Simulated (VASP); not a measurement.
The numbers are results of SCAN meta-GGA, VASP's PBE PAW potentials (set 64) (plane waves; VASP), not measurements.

A VASP calculation is set up with these files.

### KPOINTS
```
Automatic mesh
0
Gamma
  10 10 10
0 0 0
```

**INCAR**
```
# general
SYSTEM  = HgTe
PREC    = Accurate
ENCUT   = 520
LREAL   = .False.
LASPH   = .True.   # aspherical one-centre terms

# electronic loop
EDIFF   = 1E-7   # SCF stop (eV)
NELM    = 100   # most electronic steps
ALGO    = Normal   # blocked Davidson
LMAXMIX = 6   # l cut-off of mixed one-centre charges
LMIXTAU = .True.

# smearing
ISMEAR  = 1   # Methfessel-Paxton
SIGMA   = 0.1

# functional
METAGGA = SCAN

# ions
ISIF    = 2   # forces and stress, cell fixed

# output
LWAVE   = .False.
LCHARG  = .False.
```

POSCAR:
```
HgTe
6.550750
  0.0000000000   0.4999999903   0.4999999903
  0.4999999903   0.0000000000   0.4999999903
  0.4999999903   0.4999999903   0.0000000000
Hg Te
1 1
direct
  0.0000000000   0.0000000000   0.0000000000
  0.2500000000   0.2500000000   0.2500000000
```

POTCAR, in this order: Hg Te (PBE.64 set). Program: vasp_std.

The run wrote:

File OSZICAR:
```
       N       E                     dE             d eps       ncg     rms          rms(c)
DAV:   1     0.313151124519E+01    0.31315E+01   -0.81465E+03  1222   0.121E+03
DAV:   2    -0.106552132551E+03   -0.10968E+03   -0.10324E+03  1312   0.271E+02
DAV:   3    -0.111135964278E+03   -0.45838E+01   -0.45599E+01  1502   0.575E+01
DAV:   4    -0.111178713950E+03   -0.42750E-01   -0.42733E-01  1643   0.515E+00
DAV:   5    -0.111178890624E+03   -0.17667E-03   -0.17667E-03  1502   0.282E-01    0.756E+00
DAV:   6    -0.105822152679E+03    0.53567E+01   -0.48137E+00  1262   0.348E+01    0.830E+00
DAV:   7    -0.105695519333E+03    0.12663E+00   -0.43083E-01  1222   0.974E+00    0.402E+00
DAV:   8    -0.105775526394E+03   -0.80007E-01   -0.21079E-01  1222   0.677E+00    0.162E+00
DAV:   9    -0.105566568133E+03    0.20896E+00   -0.29038E-01  1222   0.697E+00    0.354E-01
DAV:  10    -0.105561105066E+03    0.54631E-02   -0.38877E-02  1222   0.259E+00    0.302E-01
DAV:  11    -0.105688002699E+03   -0.12690E+00   -0.83042E-02  1222   0.333E+00    0.292E-01
DAV:  12    -0.105691082433E+03   -0.30797E-02   -0.36489E-03  1412   0.778E-01    0.172E-01
DAV:  13    -0.105694983521E+03   -0.39011E-02   -0.31867E-03  1222   0.850E-01    0.172E-01
DAV:  14    -0.105700471280E+03   -0.54878E-02   -0.21366E-02  1232   0.181E+00    0.295E-01
DAV:  15    -0.105699877952E+03    0.59333E-03   -0.10084E-03  1307   0.433E-01    0.269E-01
DAV:  16    -0.105699713277E+03    0.16467E-03   -0.19015E-04  1302   0.192E-01    0.286E-01
DAV:  17    -0.105700305113E+03   -0.59184E-03   -0.12672E-03  1222   0.459E-01    0.136E-01
DAV:  18    -0.105700570495E+03   -0.26538E-03   -0.25025E-04  1317   0.187E-01    0.105E-01
DAV:  19    -0.105700500521E+03    0.69973E-04   -0.33899E-05  1222   0.834E-02    0.560E-02
DAV:  20    -0.105700596791E+03   -0.96270E-04   -0.10308E-04  1282   0.116E-01    0.418E-02
DAV:  21    -0.105700615167E+03   -0.18376E-04   -0.70185E-05  1267   0.969E-02    0.389E-02
DAV:  22    -0.105700612938E+03    0.22295E-05   -0.13311E-04  1242   0.138E-01    0.394E-03
DAV:  23    -0.105700618239E+03   -0.53014E-05   -0.15279E-05  1257   0.543E-02    0.434E-03
DAV:  24    -0.105700618123E+03    0.11620E-06   -0.74164E-07  1397   0.981E-03    0.499E-03
DAV:  25    -0.105700617964E+03    0.15834E-06   -0.19737E-08   696   0.129E-03    0.538E-03
DAV:  26    -0.105700618498E+03   -0.53330E-06   -0.41450E-07  1237   0.664E-03    0.366E-03
DAV:  27    -0.105700618064E+03    0.43378E-06   -0.48714E-07  1232   0.908E-03    0.619E-03
DAV:  28    -0.105700617489E+03    0.57507E-06   -0.59550E-08   871   0.358E-03    0.468E-03
DAV:  29    -0.105700616900E+03    0.58884E-06   -0.74128E-08   841   0.367E-03    0.233E-03
DAV:  30    -0.105700616477E+03    0.42298E-06   -0.61267E-08   841   0.370E-03    0.143E-03
DAV:  31    -0.105700616476E+03    0.77512E-09   -0.66892E-09   611   0.100E-03
   1 F= -.10570062E+03 E0= -.10570069E+03  d E =0.228185E-03
```

**OUTCAR**
```
------------------------ aborting loop because EDIFF is reached ----------------------------------------
  FORCE on cell =-STRESS in cart. coord.  units (eV):
  Direction    XX          YY          ZZ          XY          YZ          ZX
  --------------------------------------------------------------------------------------
  Total       -0.4954839     -0.4954839     -0.4954839     -0.0000000     -0.0000000     -0.0000000
  in kB      -11.2960631    -11.2960631    -11.2960631     -0.0000000     -0.0000000     -0.0000000
  external PRESSURE =     -11.2960631 kB  Pullay stress =       0.0000000 kB
  volume of cell :       70.28
      direct lattice vectors                 reciprocal lattice vectors
     0.000000000  3.275374936  3.275374936    -0.152654279  0.152654279  0.152654279
     3.275374936  0.000000000  3.275374936     0.152654279 -0.152654279  0.152654279
     3.275374936  3.275374936  0.000000000     0.152654279  0.152654279 -0.152654279
 POSITION                                       TOTAL-FORCE (eV/Angst)
 -----------------------------------------------------------------------------------
      0.00000      0.00000      0.00000         0.000000      0.000000      0.000000
      1.63769      1.63769      1.63769        -0.000000     -0.000000     -0.000000
 -----------------------------------------------------------------------------------
    total drift:                                0.000004      0.000004      0.000004
  FREE ENERGIE OF THE ION-ELECTRON SYSTEM (eV)
  ---------------------------------------------------
  free  energy   TOTEN  =      -105.7006164763 eV

  energy  without entropy=     -105.7008446613  energy(sigma->0) =     -105.70069254
```
(Selected blocks of OUTCAR.)

The compound is HgTe in the zinc blende structure. This cell is one point of a volume scan, at 1.03 of the reference volume.
